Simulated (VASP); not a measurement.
Level of theory: PBEsol GGA, VASP's PBE PAW potentials (set 64) (plane waves; VASP).

A VASP calculation is set up with these files.

INCAR:
```
SYSTEM=BP
PREC=Accurate; ENCUT=600; LREAL=.FALSE.
LASPH=.TRUE.
EDIFF=1E-7; NELM=100; ALGO=Normal
ISMEAR=0; SIGMA=0.05
GGA=PS
ISIF=2
LWAVE=.FALSE.; LCHARG=.FALSE.
```

File POSCAR:
```
BP
1
    0.0000000000     2.3283645536     2.3283645536
    2.3283645536     0.0000000000     2.3283645536
    2.3283645536     2.3283645536     0.0000000000
B P
1 1
Direct
  0.0000000000   0.0000000000   0.0000000000
  0.2500000000   0.2500000000   0.2500000000
```

KPOINTS:
```
Automatic mesh
0
gamma
  10 10 10
0 0 0
```

POTCAR, in this order: B P (PBE.64 set). Program: vasp_std.

Task: What will the output report for the number of irreducible k-points (NKPTS), number of bands (NBANDS), largest plane-wave count, number of space-group operations, FFT grid (NGX, NGY, NGZ)?

Result: 
| Item | Result |
|---|---|
| number of irreducible k-points (NKPTS) | 47 |
| number of bands (NBANDS) | 8 |
| largest plane-wave count | 869 |
| number of space-group operations | 24 |
| FFT grid (NGX, NGY, NGZ) | 28 × 28 × 28 |

The compound is BP in the zinc blende structure. This cell was strained or had an atom moved on purpose.
